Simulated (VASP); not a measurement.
Energy against volume of CeO2 (fluorite). Calculation: PBEsol GGA, VASP's PBE PAW potentials (set 64) (plane waves; VASP). Settings: 520 eV cut-off, 7×7×7 Γ-centred mesh, Gaussian smearing of 0.050 eV, potentials Ce O.

```
V (Å³/atom)  E (eV/atom)
-----------  -----------
12.709          -9.17311
13.102          -9.18149
13.495          -9.17559
13.889          -9.15761
```

**Question.** Fit these four points and predict the energy of the run at 12.316 Å³/atom.

**Answer.** A cubic in V^(−2/3), the third-order Birch-Murnaghan form, passes through the four points with V0 = 13.13 Å³/atom and B0 = 192 GPa, and gives -9.1478 eV/atom there. The run gave -9.1479 eV/atom, -0.1 meV/atom from the fit; all five points give B0 = 192 GPa.

The compound is CeO2 in the fluorite structure. It was relaxed first. The run is not spin-polarised, so no magnetic state was tried.
